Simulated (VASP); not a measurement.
A 71-atom supercell of GaN (wurtzite) holds Ge on the Ga site with a neighbouring N vacancy in charge state -1. It is relaxed twice, with the total moment held at 1 and at 3 μB. Level of theory: PBE GGA, VASP's PBE PAW potentials (set 64) (plane waves; VASP). Numerical set-up: PREC = Normal, LREAL = Auto, ISYM = 0, NELECT = 285.0, EDIFF = 1E-5, 400 eV cut-off, 1×1×1 Γ-centred mesh, Gaussian smearing of 0.050 eV, potentials Ga N Ge.

The cell is charged, with a uniform compensating background. The supercell is sampled at Γ alone, which is coarse: total energies, pressure and levels can be off, energies of defects by several tenths of an eV.

Which spin state lies lower, and by how much?

The state with 1 μB lies lower, by 0.57 eV.

The cell is a supercell with a defect, built from GaN (wurtzite).
